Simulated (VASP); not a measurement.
A run of VASP 6.6.1 is set up as follows.

INCAR

```
PREC     = Accurate       # precision mode
ENCUT    = 600            # plane-wave cutoff, eV
EDIFF    = 1E-7           # SCF threshold, eV
ISMEAR   = 1              # smearing method
SIGMA    = 0.1            # smearing width, eV
LREAL    = F              # projectors in reciprocal space
LASPH    = T              # aspherical terms in the spheres
NELM     = 80             # most SCF steps
ALGO     = Normal         # electronic algorithm
ISIF     = 3              # what is computed and relaxed
LWAVE    = F              # write WAVECAR
LCHARG   = F              # write CHGCAR
GGA      = MK             # functional
LUSE_VDW = T            
AGGAC    = 0.0          
PARAM1   = 0.1234       
PARAM2   = 0.711357     
ZAB_VDW  = -1.8867      
IBRION   = 2              # ionic algorithm
NSW      = 90             # ionic steps
EDIFFG   = -0.005         # ionic threshold
```

File KPOINTS:

```
regular mesh
0
Gamma
  14 14 14
```

POSCAR

```
AlNi                                    
1.0
    2.8780995257     -0.0000000000      0.0000000000
    0.0000000000      2.8780995257      0.0000000000
    0.0000000000     -0.0000000000      2.8780995257
  Al              Ni            
     1     1
Direct
     0.0000000000000000    0.0000000000000000    0.0000000000000000
     0.5000000000000000    0.5000000000000000    0.5000000000000000
```

Potentials or basis: VASP PAW PBE potentials, release 64 (Al, Ni).

Run with:

```sh
$ cat potpaw_PBE.64/Al/POTCAR potpaw_PBE.64/Ni/POTCAR > POTCAR
$ mpirun -np 1 vasp_std > vasp.out
```

(1) Estimate the band gap on the k mesh.

Results:

(1) none (metal or under the smearing width).

Caveat: the relaxation stopped at its first step, so nothing moved.
